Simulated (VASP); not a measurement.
A run of VASP 6.6.1:

Contents of INCAR:

```
PREC = Accurate
ENCUT = 450
EDIFF = 1E-5
ISMEAR = 0
SIGMA = 0.03
LREAL = Auto
LASPH = T
NELM = 120
ALGO = Normal
ISIF = 2
LWAVE = F
LCHARG = F
LMAXMIX = 4
LDAU = T
LDAUTYPE = 2
LDAUL = 2 -1
LDAUU = 4 0
LDAUJ = 0 0
LDAUPRINT = 1
GGA = PS
NBANDS = 68
LORBIT = 11
KPAR = 4
```

The input KPOINTS:

```
Automatic mesh
0
Gamma
  3 4 4
```

POSCAR

```
FeC23
1.0
    0.0000000000      5.3503200000      5.3503200000
    3.5668800000      0.0000000000      3.5668800000
    3.5668800000      3.5668800000      0.0000000000
Fe C
1 23
Direct
    0.0000000000      0.0000000000      0.0000000000
    0.0000000000      0.0000000000      0.5000000000
    0.0000000000      0.5000000000      0.0000000000
    0.0000000000      0.5000000000      0.5000000000
    0.3333330000      0.0000000000      0.0000000000
    0.3333330000      0.0000000000      0.5000000000
    0.3333330000      0.5000000000      0.0000000000
    0.3333330000      0.5000000000      0.5000000000
    0.6666670000      0.0000000000      0.0000000000
    0.6666670000      0.0000000000      0.5000000000
    0.6666670000      0.5000000000      0.0000000000
    0.6666670000      0.5000000000      0.5000000000
    0.0833333333      0.1250000000      0.1250000000
    0.0833333333      0.1250000000      0.6250000000
    0.0833333333      0.6250000000      0.1250000000
    0.0833333333      0.6250000000      0.6250000000
    0.4166663333      0.1250000000      0.1250000000
    0.4166663333      0.1250000000      0.6250000000
    0.4166663333      0.6250000000      0.1250000000
    0.4166663333      0.6250000000      0.6250000000
    0.7500003333      0.1250000000      0.1250000000
    0.7500003333      0.1250000000      0.6250000000
    0.7500003333      0.6250000000      0.1250000000
    0.7500003333      0.6250000000      0.6250000000
```

Potentials or basis: VASP PAW PBE potentials, release 64 (Fe, C).

Command:

```sh
$ cat potpaw_PBE.64/Fe/POTCAR potpaw_PBE.64/C/POTCAR > POTCAR
$ mpirun -np 4 vasp_std > vasp.out
```

Hardware: 4 MPI ranks on Intel(R) Xeon(R) Platinum 8559C (Emerald Rapids), on a shared host.

Task: How long does it take, and how much memory?

Result: It took 88 s on 4 MPI ranks on Intel(R) Xeon(R) Platinum 8559C (Emerald Rapids), with other jobs on the host, peak memory 0.28 GiB a rank. Counts: scf iterations 14, k points 17.
